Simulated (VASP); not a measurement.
Data:

```xyz
2
Lattice="4.1204 0.0000 0.0000 0.0000 4.0463 0.0000 0.0000 0.0000 4.1635" Properties=species:S:1:pos:R:3 pbc="T T T"
Cs     0.0000     0.0000     0.0000
Cl     2.1562     2.0231     2.0818
```
Cell charge +0.1.

Method: PBE GGA, VASP's PBE PAW potentials (set 64) (plane waves; VASP 6.6.1). Numerical set-up: NELECT = 15.9, 400 eV cut-off, 6×6×6 Γ-centred mesh, Gaussian smearing of 0.050 eV, potentials Cs_sv Cl.

The cell is charged, with a uniform compensating background. Unless said otherwise, spin-orbit coupling is left out, though it shifts the bands of the heavy elements here.

Question: Predict the energy per atom (σ→0), largest force, band gap (on the k-mesh) with the smallest direct gap where there is one.

Answer: 
- band gap (on the k-mesh) = none (metal, semimetal or under 0.01 eV)
- energy per atom (σ→0) = -3.240 eV/atom
- largest force = 0.096 eV/Å

The absolute energy has meaning only against runs of the same code, potentials and settings.

The compound is CsCl in the CsCl type structure. The cell was not relaxed at this level, atoms are displaced from their ideal sites. The run is one of a series of settings (NELECT = 15.9 against the base run), some of them coarse on purpose.
